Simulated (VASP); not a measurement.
# LiDy3 (Pm-3m) in VASP: convergence with k mesh

Aim: find how far k mesh must go before the results for LiDy3 settle, at PBE. This setting moves, with any that are tied to it; all else stays.

Program: VASP 6.6.1. These are calculated values, not measurements. Logs are shortened: lines on timing, memory, paths and dates and some standing lists are left out, and cuts for length are marked.

## 1. Starting point

It takes space group Pm-3m (No. 221, cubic). The conventional cell has a = 4.880 Å, b = 4.880 Å, c = 4.880 Å, α = 90.00°, β = 90.00°, γ = 90.00°. Dy (site symmetry 4/mmm) has 8 Dy at 3.45 Å and 4 Li at 3.45 Å as nearest neighbours. Around Li (site symmetry m-3m) lie 12 Dy at 3.45 Å.

The cell comes from a database or a generator and needn't be the stable form of this composition.

## 2. With k mesh 2 × 2 × 2

INCAR

```
SYSTEM = LiDy3
PREC = Accurate
ENCUT = 520
EDIFF = 1E-7
ISMEAR = 1
SIGMA = 0.1
LREAL = .FALSE.
LASPH = .TRUE.
NELM = 120
ALGO = Normal
ISIF = 2
LWAVE = .FALSE.
LCHARG = .FALSE.
ISPIN = 2
MAGMOM = 5 5 5 0
LORBIT = 11
LMAXMIX = 6
GGA = PE
```

KPOINTS

```
regular mesh
0
G
  2 2 2
  0 0 0
```

POSCAR

```
LiDy3
1.0
    4.8799300000      0.0000000000      0.0000000000
    0.0000000000      4.8799300000      0.0000000000
    0.0000000000      0.0000000000      4.8799300000
Dy Li
3 1
Direct
    0.5000000000      0.5000000000      0.0000000000
    0.5000000000      0.0000000000      0.5000000000
    0.0000000000      0.5000000000      0.5000000000
    0.0000000000      0.0000000000      0.0000000000
```

Potentials or basis: VASP PAW PBE potentials, release 64 (Dy, Li_sv).

Command:

```
$ cat potpaw_PBE.64/Dy/POTCAR potpaw_PBE.64/Li_sv/POTCAR > POTCAR
$ mpirun -np 1 vasp_std > vasp.out
```

OUTCAR:

```text
SYSTEM = LiDy3
   PREC = Accurate
   ENCUT = 520
   EDIFF = 1E-7
   ISMEAR = 1
   LREAL = .FALSE.
   LASPH = .TRUE.
   NELM = 120
   ISIF = 2
   ISPIN = 2
   LORBIT = 11
   GGA = PE

 Found      4 irreducible k-points:

 Following reciprocal coordinates:
            Coordinates               Weight
  0.000000  0.000000  0.000000      1.000000
  0.500000  0.000000  0.000000      3.000000
  0.500000  0.500000  0.000000      3.000000
  0.500000  0.500000  0.500000      1.000000
   k-points           NKPTS =      4   k-points in BZ     NKDIM =      4   number of bands    NBANDS=     45
   number of dos      NEDOS =    301   number of ions     NIONS =      4
   total plane-waves  NPLWV =  46656
   dimension x,y,z NGX =    36 NGY =   36 NGZ =   36
   dimension x,y,z NGXF=    72 NGYF=   72 NGZF=   72
   ions per type =               3   1
   NGX,Y,Z   is equivalent  to a cutoff of  12.26, 12.26, 12.26 a.u.
   NGXF,Y,Z  is equivalent  to a cutoff of  24.53, 24.53, 24.53 a.u.
 SYSTEM =  LiDy3
   PREC   = accura    normal or accurate (medium, high low for compatibility)
   ISTART =      0    job   : 0-new  1-cont  2-samecut
   ICHARG =      2    charge: 1-file 2-atom 10-const
   ISPIN  =      2    spin polarized calculation?
   LNONCOLLINEAR =      F non collinear calculations
   LSORBIT =      F    spin-orbit coupling
   LASPH  =      T    aspherical Exc in radial PAW
   ENCUT  =  520.0 eV  38.22 Ry    6.18 a.u.   9.07  9.07  9.07*2*pi/ulx,y,z
   NELM   =    120;   NELMIN=  2; NELMDL= -5     # of ELM steps
[... 246 lines left out ...]
  band No.  band energies     occupation
      1     -43.4417      1.00000
      2     -42.6010      1.00000
      3     -42.5066      1.00000
      4     -42.5065      1.00000
      5     -19.3759      1.00000
      6     -19.3759      1.00000
[... 173 lines left out ...]
     42       4.2949     -0.00000
     43       4.7888      0.00000
 [bands above 43 left out]

------------------------ aborting loop because EDIFF is reached ----------------------------------------

  FORCE on cell =-STRESS in cart. coord.  units (eV):
  Direction    XX          YY          ZZ          XY          YZ          ZX
  --------------------------------------------------------------------------------------
  -------------------------------------------------------------------------------------
  Total        1.7259642      1.7259642      1.7259642      0.0000000      0.0000000      0.0000000
  in kB       23.7958698     23.7958698     23.7958698      0.0000000      0.0000000      0.0000000
  external PRESSURE =      23.7958698 kB  Pullay stress =       0.0000000 kB

 VOLUME and BASIS-vectors are now :
 -----------------------------------------------------------------------------
  energy-cutoff  :      520.00
  volume of cell :      116.21
      direct lattice vectors                 reciprocal lattice vectors
     4.879930000  0.000000000  0.000000000     0.204920972  0.000000000  0.000000000
     0.000000000  4.879930000  0.000000000     0.000000000  0.204920972  0.000000000
     0.000000000  0.000000000  4.879930000     0.000000000  0.000000000  0.204920972

 POSITION                                       TOTAL-FORCE (eV/Angst)
 -----------------------------------------------------------------------------------
      2.43996      2.43996      0.00000         0.000000      0.000000      0.000000
      2.43996      0.00000      2.43996         0.000000      0.000000      0.000000
      0.00000      2.43996      2.43996         0.000000      0.000000      0.000000
      0.00000      0.00000      0.00000         0.000000      0.000000      0.000000
 -----------------------------------------------------------------------------------
    total drift:                                0.000000      0.000000      0.000000

  FREE ENERGIE OF THE ION-ELECTRON SYSTEM (eV)
  ---------------------------------------------------
  free  energy   TOTEN  =       -25.5048112501 eV

  energy  without entropy=      -25.5005399324  energy(sigma->0) =      -25.50338748

 total charge

# of ion       s       p       d       f       tot
--------------------------------------------------
    1        2.173   5.815   0.471   9.340  17.798
    2        2.173   5.815   0.471   9.340  17.798
    3        2.173   5.815   0.471   9.340  17.798
    4        2.044   0.046   0.000   0.000   2.089
--------------------------------------------------
tot          8.561  17.491   1.412  28.019  55.484

 magnetization (x)

# of ion       s       p       d       f       tot
--------------------------------------------------
    1        0.011  -0.064   0.070   4.486   4.503
    2        0.011  -0.064   0.070   4.486   4.503
    3        0.011  -0.064   0.070   4.486   4.503
    4       -0.002   0.001   0.000   0.000  -0.001
--------------------------------------------------
tot          0.031  -0.192   0.211  13.459  13.509
```

OSZICAR:

```text
N       E                     dE             d eps       ncg     rms          rms(c)
DAV:   1     0.613340565438E+03    0.61334E+03   -0.17626E+04   973   0.701E+03
DAV:   2     0.167725018240E+03   -0.44562E+03   -0.37815E+03  1149   0.800E+02
[... 37 lines left out ...]
DAV:  40    -0.255048076619E+02   -0.72158E-05   -0.40281E-06  1187   0.842E-02    0.366E-01
DAV:  41    -0.255048104177E+02   -0.27558E-05   -0.94557E-06  1201   0.874E-02    0.308E-01
DAV:  42    -0.255048099347E+02    0.48298E-06   -0.12394E-05  1254   0.965E-02    0.191E-01
DAV:  43    -0.255048106512E+02   -0.71645E-06   -0.64130E-06  1350   0.204E-02    0.177E-01
DAV:  44    -0.255048112215E+02   -0.57033E-06   -0.78204E-07   924   0.241E-02    0.174E-01
DAV:  45    -0.255048112501E+02   -0.28598E-07   -0.16212E-07   655   0.762E-03
   1 F= -.25504811E+02 E0= -.25503387E+02  d E =-.427132E-02  mag=    13.8417
```

stdout:

```text
POSCAR found type information on POSCAR DyLi
 POSCAR found :  2 types and       4 ions
 scaLAPACK will be used
 LDA part: xc-table for (Slater+PW92), standard interpolation
 POSCAR, INCAR and KPOINTS ok, starting setup
 FFT: planning ... GRIDC
 FFT: planning ... GRID_SOFT
 FFT: planning ... GRID
 WAVECAR not read
 entering main loop
```

Wall time 3.2 min (1 thread of Intel Xeon Platinum 8488C (Sapphire Rapids), shared host); peak memory 0.26 GiB.

What came out:

| Property | Result |
| --- | --- |
| Free energy | -25.5048 eV |
| Band gap on the k mesh | none (metal or under the smearing width) |
| Net moment | 13.84 μB per cell |
| Site moments | Dy +4.50; Li -0.00 μB |
| Valence electrons inside the program's atomic spheres | Dy 17.80; Li 2.09 |

## 3. With k mesh 3 × 3 × 3

INCAR is that of step 2.

KPOINTS

```
regular mesh
0
G
  3 3 3
  0 0 0
```

POSCAR is that of step 2.

Potentials or basis: VASP PAW PBE potentials, release 64 (Dy, Li_sv).

Command:

```
$ cat potpaw_PBE.64/Dy/POTCAR potpaw_PBE.64/Li_sv/POTCAR > POTCAR
$ mpirun -np 1 vasp_std > vasp.out
```

It took 4.7 min on 1 thread of Intel Xeon Platinum 8488C (Sapphire Rapids), shared host; peak memory 0.27 GiB.

Results:

```yaml
Free_energy: -25.0788 eV
Band_gap_on_the_k_mesh: none (metal or under the smearing width)
Net_moment: 12.89 μB per cell
Site_moments: Dy +4.38; Li -0.01 μB
Valence_electrons_inside_the_program's_atomic_spheres: Dy 17.80; Li 2.09
```

## 4. With k mesh 4 × 4 × 4

INCAR is that of step 3.

KPOINTS

```
regular mesh
0
G
  4 4 4
  0 0 0
```

POSCAR is that of step 3.

Command:

```
$ cat potpaw_PBE.64/Dy/POTCAR potpaw_PBE.64/Li_sv/POTCAR > POTCAR
$ mpirun -np 1 vasp_std > vasp.out
```

It took 6.1 min on 1 thread of Intel Xeon Platinum 8488C (Sapphire Rapids), shared host; peak memory 0.29 GiB.

What came out:

* Free energy: -25.1204 eV
* Band gap on the k mesh: none (metal or under the smearing width)
* Net moment: 14.55 μB per cell
* Site moments: Dy +4.61; Li -0.00 μB
* Valence electrons inside the program's atomic spheres: Dy 17.79; Li 2.09

## 5. With k mesh 5 × 5 × 5

INCAR is that of step 4.

KPOINTS

```
regular mesh
0
G
  5 5 5
  0 0 0
```

POSCAR is that of step 4.

Command:

```
$ cat potpaw_PBE.64/Dy/POTCAR potpaw_PBE.64/Li_sv/POTCAR > POTCAR
$ mpirun -np 1 vasp_std > vasp.out
```

Wall time 6.4 min (1 thread of Intel Xeon Platinum 8488C (Sapphire Rapids), shared host); peak memory 0.3 GiB.

What came out:

```
Free energy                                           : -25.1367 eV
Band gap on the k mesh                                : none (metal or under the smearing width)
Net moment                                            : 13.88 μB per cell
Site moments                                          : Dy +4.52; Li -0.00 μB
Valence electrons inside the program's atomic spheres : Dy 17.80; Li 2.09
```

## 6. With k mesh 6 × 6 × 6

INCAR is that of step 5.

KPOINTS

```
regular mesh
0
G
  6 6 6
  0 0 0
```

POSCAR is that of step 5.

Potentials or basis: VASP PAW PBE potentials, release 64 (Dy, Li_sv).

Command:

```
$ cat potpaw_PBE.64/Dy/POTCAR potpaw_PBE.64/Li_sv/POTCAR > POTCAR
$ mpirun -np 1 vasp_std > vasp.out
```

Wall time 9.7 min (1 thread of Intel Xeon Platinum 8488C (Sapphire Rapids), shared host); peak memory 0.37 GiB.

Results:

| Property | Result |
| --- | --- |
| Free energy | -25.1341 eV |
| Band gap on the k mesh | none (metal or under the smearing width) |
| Net moment | 14.11 μB per cell |
| Site moments | Dy +4.54; Li +0.00 μB |
| Valence electrons inside the program's atomic spheres | Dy 17.79; Li 2.09 |

## 7. With k mesh 8 × 8 × 8

INCAR is that of step 6.

KPOINTS

```
regular mesh
0
G
  8 8 8
  0 0 0
```

POSCAR is that of step 6.

Command:

```
$ cat potpaw_PBE.64/Dy/POTCAR potpaw_PBE.64/Li_sv/POTCAR > POTCAR
$ mpirun -np 1 vasp_std > vasp.out
```

Wall time 16 min (1 thread of Intel Xeon Platinum 8488C (Sapphire Rapids), shared host); peak memory 0.43 GiB.

Results:

```yaml
Free_energy: -25.1369 eV
Band_gap_on_the_k_mesh: none (metal or under the smearing width)
Net_moment: 13.87 μB per cell
Site_moments: Dy +4.51; Li -0.00 μB
Valence_electrons_inside_the_program's_atomic_spheres: Dy 17.80; Li 2.09
```

## 8. With k mesh 9 × 9 × 9

INCAR is that of step 7.

KPOINTS

```
regular mesh
0
G
  9 9 9
  0 0 0
```

POSCAR is that of step 7.

Command:

```
$ cat potpaw_PBE.64/Dy/POTCAR potpaw_PBE.64/Li_sv/POTCAR > POTCAR
$ mpirun -np 1 vasp_std > vasp.out
```

Run time: 25 min. Hardware: 1 thread of Intel Xeon Platinum 8488C (Sapphire Rapids), shared host; peak memory 0.45 GiB.

It converged, with:

```yaml
Free_energy: -25.1345 eV
Band_gap_on_the_k_mesh: none (metal or under the smearing width)
Net_moment: 13.89 μB per cell
Site_moments: Dy +4.51; Li -0.00 μB
Valence_electrons_inside_the_program's_atomic_spheres: Dy 17.80; Li 2.09
```

## 9. The series at a glance

```tsv
k mesh	energy less the tightest run, at zero smearing (meV/atom)	largest site moment (μB)	SCF cycles	CPU time (s)	peak memory (GiB)
2 × 2 × 2	-93.20	4.50	45	190	0.26
3 × 3 × 3	13.91	4.38	69	280	0.27
4 × 4 × 4	2.81	4.61	44	360	0.29
5 × 5 × 5	-0.33	4.52	56	380	0.3
6 × 6 × 6	-0.18	4.54	47	580	0.37
8 × 8 × 8	-0.49	4.51	43	940	0.43
9 × 9 × 9	0.00	4.51	47	1500	0.45
```

Against the tightest run, the energy stays within 1 meV/atom from 5 × 5 × 5 on; the largest site moment stays within 0.02 μB from 8 × 8 × 8 on. Meshes of other sizes hit other points, so gaps and Fermi surfaces needn't settle smoothly. The tightest run that finished is the yardstick and may itself not be fully converged.

Caveats: the cutoff is under 1.25 times the usual one of these potentials, so pressure, stress and relaxed cells hold a basis-set (Pulay) error; the magnetic or orbital state may not be the lowest; spin-orbit coupling is left out, which moves the levels of the heavy elements; without U or exact exchange the open f shell lies at the Fermi level, which spoils levels, moments and volumes.
